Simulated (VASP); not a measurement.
Computed with LDA (Ceperley-Alder, Perdew-Zunger), VASP's LDA PAW potentials (set 64) (plane waves; VASP 6.6.1).

VASP input:

File KPOINTS:
```
Automatic mesh
0
Gamma
8 8 8
0 0 0
```

File POSCAR:
```
KCoF3
4.0710
  1.0000000000   0.0000000000   0.0000000000
  0.0000000000   1.0000000000   0.0000000000
  0.0000000000   0.0000000000   1.0000000000
K F Co
1 3 1
Cartesian
  0.0000000000   0.0000000000   0.0000000000
  0.0000000000   0.5000000000   0.5000000000
  0.5000000000   0.0000000000   0.5000000000
  0.5000000000   0.5000000000   0.0000000000
  0.5000000000   0.5000000000   0.5000000000
```

INCAR:
```
SYSTEM=KCoF3
PREC=Accurate; ENCUT=400; LREAL=.False.
LASPH=.True.
EDIFF=1E-6; NELM=100; ALGO=Normal
LMAXMIX=4
ISMEAR=0; SIGMA=0.1
MAGMOM=4*0.0 3.0
ISPIN=2
ISIF=2
LWAVE=.False.; LCHARG=.False.; LORBIT=11
```

POTCAR, in this order: K_sv F Co (LDA.64 set). Program: vasp_std.

Output

### OSZICAR
```
       N       E                     dE             d eps       ncg     rms          rms(c)
DAV:   1     0.350814912785E+03    0.35081E+03   -0.17706E+04  3500   0.139E+03
DAV:   2     0.271280306445E+01   -0.34810E+03   -0.33569E+03  3987   0.397E+02
DAV:   3    -0.291842666728E+02   -0.31897E+02   -0.31536E+02  4485   0.132E+02
DAV:   4    -0.300707663400E+02   -0.88650E+00   -0.88457E+00  5277   0.223E+01
DAV:   5    -0.300962578015E+02   -0.25491E-01   -0.25482E-01  5011   0.275E+00    0.152E+01
DAV:   6    -0.272111889270E+02    0.28851E+01   -0.21743E+01  4666   0.472E+01    0.161E+01
DAV:   7    -0.270361955352E+02    0.17499E+00   -0.16638E+00  4657   0.209E+01    0.881E+00
DAV:   8    -0.269904190253E+02    0.45777E-01   -0.22870E-01  4868   0.346E+00    0.504E+00
DAV:   9    -0.269596003882E+02    0.30819E-01   -0.24201E-02  5402   0.216E+00    0.476E-01
DAV:  10    -0.269609834045E+02   -0.13830E-02   -0.79821E-03  4692   0.674E-01    0.133E-01
DAV:  11    -0.269609501985E+02    0.33206E-04   -0.53727E-04  5452   0.344E-01    0.830E-02
DAV:  12    -0.269609659383E+02   -0.15740E-04   -0.61014E-05  5303   0.751E-02    0.398E-02
DAV:  13    -0.269609682154E+02   -0.22771E-05   -0.83118E-06  4925   0.308E-02    0.103E-02
DAV:  14    -0.269609684401E+02   -0.22473E-06   -0.13933E-06  3167   0.990E-03
   1 F= -.26960968E+02 E0= -.26946692E+02  d E =-.285537E-01  mag=     3.0000
```

**OUTCAR**
```
------------------------ aborting loop because EDIFF is reached ----------------------------------------
  FORCE on cell =-STRESS in cart. coord.  units (eV):
  Direction    XX          YY          ZZ          XY          YZ          ZX
  --------------------------------------------------------------------------------------
  Total       -6.4733359     -6.4733359     -6.4733359     -0.0000000     -0.0000000      0.0000000
  in kB     -153.7217848   -153.7217848   -153.7217848     -0.0000000     -0.0000000      0.0000000
  external PRESSURE =    -153.7217848 kB  Pullay stress =       0.0000000 kB
  volume of cell :       67.47
      direct lattice vectors                 reciprocal lattice vectors
     4.071000000  0.000000000  0.000000000     0.245639892  0.000000000  0.000000000
     0.000000000  4.071000000  0.000000000     0.000000000  0.245639892  0.000000000
     0.000000000  0.000000000  4.071000000     0.000000000  0.000000000  0.245639892
 POSITION                                       TOTAL-FORCE (eV/Angst)
 -----------------------------------------------------------------------------------
      0.00000      0.00000      0.00000         0.000000      0.000000      0.000000
      0.00000      2.03550      2.03550         0.000000      0.000000      0.000000
      2.03550      0.00000      2.03550         0.000000      0.000000      0.000000
      2.03550      2.03550      0.00000         0.000000      0.000000      0.000000
      2.03550      2.03550      2.03550         0.000000      0.000000      0.000000
 -----------------------------------------------------------------------------------
    total drift:                                0.000000      0.000000      0.000000
  FREE ENERGIE OF THE ION-ELECTRON SYSTEM (eV)
  ---------------------------------------------------
  free  energy   TOTEN  =       -26.9609684401 eV

  energy  without entropy=      -26.9324147215  energy(sigma->0) =      -26.94669158

 total charge

# of ion       s       p       d       tot
------------------------------------------
    1        1.951   5.560   0.023   7.534
    2        1.756   4.348   0.000   6.104
    3        1.756   4.348   0.000   6.104
    4        1.756   4.348   0.000   6.104
    5        0.265   0.341   7.114   7.719
--------------------------------------------------
tot          7.484  18.945   7.137  33.566

 magnetization (x)

# of ion       s       p       d       tot
------------------------------------------
    1       -0.000  -0.000  -0.001  -0.001
    2        0.007   0.087   0.000   0.094
    3        0.007   0.087   0.000   0.094
    4        0.007   0.087   0.000   0.094
    5        0.016   0.016   2.640   2.672
--------------------------------------------------
tot          0.036   0.277   2.639   2.953
```
(Selected blocks of OUTCAR.)

At this cut-off the stress carries a Pulay error, which pulls relaxed volumes low. The moments were started parallel, and other spin orders were not tried in this run.

The structure comes from a measured KCoF3 entry of the Crystallography Open Database, whose conditions weren't checked. The cell was not relaxed at this level.
